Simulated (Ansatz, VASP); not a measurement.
# Two plane-wave programs on ScF3

```
Sc F
1.0
     4.01245    0.00000    0.00000
     0.00000    4.01245    0.00000
     0.00000    0.00000    4.01245
Sc F
1 3
Direct
  0.00000 0.00000 0.00000
  0.48131 0.00000 0.00000
  0.98131 0.50000 0.00000
  0.98131 0.00000 0.50000
```

Change from the starting cell: all F atoms moved +0.075 Å, as atom 2 towards its neighbour atom 1 (Sc) at 2.006 Å.

Alike in both runs: task single point; functional LDA; k mesh 6 × 6 × 6; occupations gaussian, width 0.05 eV; no spin polarisation.

|  | VASP | Ansatz |
| --- | --- | --- |
| version | VASP 6.6.1 | Ansatz 0.2.0 |
| potentials or method | VASP PAW LDA potentials, release 64 (Sc_sv, F) | scalar-relativistic, plane waves, PAW |
| plane-wave cutoff (eV) | 520 | 420 |
| valence electrons in the cell | 32 | 32 |

Ansatz gave:

```
gap on the k mesh at the Fermi level (eV)       : 6.22
least direct gap on the mesh (eV)               : 6.78
pressure (GPa)                                  : -2.7
largest component of the traceless stress (GPa) : 0.83
rms of the force components (eV/Å)              : 0.263
```

Q: What did VASP give for the same quantities?

A: gap on the k mesh at the Fermi level (eV): 6.19; least direct gap on the mesh (eV): 6.74; pressure (GPa): -2.0; largest component of the traceless stress (GPa): 0.87; rms of the force components (eV/Å): 0.292.

Atom by atom the forces differ by 0.030 eV/Å (rms over components).

A k mesh can miss the band edges.
